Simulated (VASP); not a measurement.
Output of a VASP run:

File OSZICAR:
```
...
DAV:  10    -0.166295958440E+03    0.19254E-01   -0.12865E-02  2093   0.915E-01    0.555E-01
DAV:  11    -0.166295547420E+03    0.41102E-03   -0.11654E-03  2296   0.264E-01    0.495E-01
DAV:  12    -0.166293781835E+03    0.17656E-02   -0.83547E-04  2195   0.291E-01    0.155E-01
DAV:  13    -0.166293315643E+03    0.46619E-03   -0.78543E-05  2552   0.882E-02    0.500E-02
DAV:  14    -0.166293701618E+03   -0.38598E-03   -0.25987E-04  2038   0.129E-01    0.131E-02
DAV:  15    -0.166293716684E+03   -0.15066E-04   -0.16365E-05  2378   0.326E-02    0.664E-03
DAV:  16    -0.166293723339E+03   -0.66547E-05   -0.19639E-06  1594   0.107E-02    0.422E-03
DAV:  17    -0.166293730714E+03   -0.73744E-05   -0.51382E-06  1699   0.174E-02    0.935E-04
DAV:  18    -0.166293731137E+03   -0.42338E-06   -0.32122E-07  1184   0.557E-03
   1 F= -.16629373E+03 E0= -.16629360E+03  d E =-.166294E+03
       N       E                     dE             d eps       ncg     rms          rms(c)
DAV:   1    -0.167044985477E+03   -0.75125E+00   -0.19755E+01  2372   0.522E+01    0.906E+00
DAV:   2    -0.166394553482E+03    0.65043E+00   -0.14258E+00  2205   0.106E+01    0.273E+00
DAV:   3    -0.166265041556E+03    0.12951E+00   -0.44295E-01  2386   0.617E+00    0.160E+00
DAV:   4    -0.166234083650E+03    0.30958E-01   -0.59859E-02  2063   0.192E+00    0.312E-01
DAV:   5    -0.166259998092E+03   -0.25914E-01   -0.21994E-02  1999   0.128E+00    0.163E-01
DAV:   6    -0.166259057186E+03    0.94091E-03   -0.53203E-03  2321   0.554E-01    0.218E-01
DAV:   7    -0.166260323941E+03   -0.12668E-02   -0.14554E-03  2032   0.317E-01    0.303E-02
DAV:   8    -0.166260282621E+03    0.41319E-04   -0.24010E-04  2245   0.114E-01    0.494E-02
DAV:   9    -0.166260433561E+03   -0.15094E-03   -0.66514E-05  2085   0.693E-02    0.731E-03
DAV:  10    -0.166260430907E+03    0.26535E-05   -0.38538E-06  1904   0.210E-02    0.744E-03
DAV:  11    -0.166260434256E+03   -0.33488E-05   -0.21120E-06  1454   0.136E-02    0.111E-03
DAV:  12    -0.166260435456E+03   -0.12000E-05   -0.37234E-07  1102   0.634E-03    0.685E-04
DAV:  13    -0.166260434943E+03    0.51274E-06   -0.45419E-08  1076   0.229E-03
   2 F= -.16626043E+03 E0= -.16626009E+03  d E =0.332962E-01
       N       E                     dE             d eps       ncg     rms          rms(c)
DAV:   1    -0.166708266726E+03   -0.44783E+00   -0.99229E+00  2362   0.352E+01    0.702E+00
DAV:   2    -0.166372015358E+03    0.33625E+00   -0.71023E-01  2357   0.809E+00    0.199E+00
DAV:   3    -0.166302755889E+03    0.69259E-01   -0.22383E-01  2382   0.439E+00    0.134E+00
DAV:   4    -0.166279028429E+03    0.23727E-01   -0.40027E-02  2078   0.153E+00    0.349E-01
DAV:   5    -0.166298595828E+03   -0.19567E-01   -0.15906E-02  1925   0.105E+00    0.139E-01
DAV:   6    -0.166298637634E+03   -0.41806E-04   -0.47442E-03  2277   0.470E-01    0.221E-01
DAV:   7    -0.166299399027E+03   -0.76139E-03   -0.13803E-03  2041   0.295E-01    0.220E-02
DAV:   8    -0.166299432353E+03   -0.33326E-04   -0.66949E-05  2221   0.771E-02    0.109E-02
DAV:   9    -0.166299459001E+03   -0.26647E-04   -0.16996E-05  2118   0.330E-02    0.776E-03
DAV:  10    -0.166299451238E+03    0.77623E-05   -0.36775E-06  1671   0.183E-02    0.865E-03
DAV:  11    -0.166299449169E+03    0.20691E-05   -0.19288E-06  1320   0.128E-02    0.215E-03
DAV:  12    -0.166299455043E+03   -0.58735E-05   -0.48530E-07  1067   0.603E-03    0.116E-03
DAV:  13    -0.166299454055E+03    0.98788E-06   -0.58973E-08  1024   0.208E-03
   3 F= -.16629945E+03 E0= -.16629931E+03  d E =-.572292E-02
```

OUTCAR:
```
------------------------ aborting loop because EDIFF is reached ----------------------------------------
  FORCE on cell =-STRESS in cart. coord.  units (eV):
  Direction    XX          YY          ZZ          XY          YZ          ZX
  --------------------------------------------------------------------------------------
  Total       -0.0117180     -0.0117180     -0.0117180     -0.0000000      0.0000000      0.0000000
  in kB       -0.3022978     -0.3022978     -0.3022978     -0.0000000      0.0000000      0.0000000
  external PRESSURE =      -0.3022978 kB  Pullay stress =       0.0000000 kB
  volume of cell :       62.11
      direct lattice vectors                 reciprocal lattice vectors
     0.000000000  3.143156521  3.143156521    -0.159075756  0.159075756  0.159075756
     3.143156521  0.000000000  3.143156521     0.159075756 -0.159075756  0.159075756
     3.143156521  3.143156521 -0.000000000     0.159075756  0.159075756 -0.159075756
 POSITION                                       TOTAL-FORCE (eV/Angst)
 -----------------------------------------------------------------------------------
      0.00000      0.00000      0.00000        -0.000000     -0.000000     -0.000000
      3.14316      3.14316      3.14316        -0.000000     -0.000000     -0.000000
      1.57158      1.57158      1.57158         0.000000      0.000000      0.000000
      4.71473      4.71473      4.71473         0.000000     -0.000000      0.000000
 -----------------------------------------------------------------------------------
    total drift:                                0.000000     -0.000000     -0.000000
  FREE ENERGIE OF THE ION-ELECTRON SYSTEM (eV)
  ---------------------------------------------------
  free  energy   TOTEN  =      -166.2994540550 eV

  energy  without entropy=     -166.2990243332  energy(sigma->0) =     -166.29931081

 reached required accuracy - stopping structural energy minimisation
```
(Selected blocks of OUTCAR.)

**POSCAR**
```
GeW3
1
   -0.0000000000     3.1318767949     3.1318767949
    3.1318767949     0.0000000000     3.1318767949
    3.1318767949     3.1318767949    -0.0000000000
Ge W
1 3
Direct
  0.0000000000   0.0000000000   0.0000000000
  0.5000000000   0.5000000000   0.5000000000
  0.2500000000   0.2500000000   0.2500000000
  0.7500000000   0.7500000000   0.7500000000
```

Reconstruct the remaining input files.

One answer among several that fit: the input of the run itself, r2SCAN meta-GGA, plane waves, VASP's PBE PAW potentials (set 64).

### INCAR
```
SYSTEM=GeW3
PREC=Accurate; ENCUT=400; LREAL=.FALSE.
LASPH=.TRUE.
EDIFF=1E-6; NELM=100; ALGO=Normal
LMAXMIX=6; LMIXTAU=.TRUE.
ISMEAR=1; SIGMA=0.1
METAGGA=R2SCAN
IBRION=2; NSW=60; ISIF=3
EDIFFG=-0.02
LWAVE=.FALSE.; LCHARG=.FALSE.
```

### KPOINTS
```
Regular mesh
0
Gamma
8 8 8
```

POTCAR, in this order: Ge_d W_sv (PBE.64 set). Program: vasp_std.

The structure was generated: GeW3 was put into the D03 type (Fm-3m), which need not be its known phase. This run relaxes it. Symmetry was kept, so distortions that lower it aren't found. The start is the result of an earlier pass.
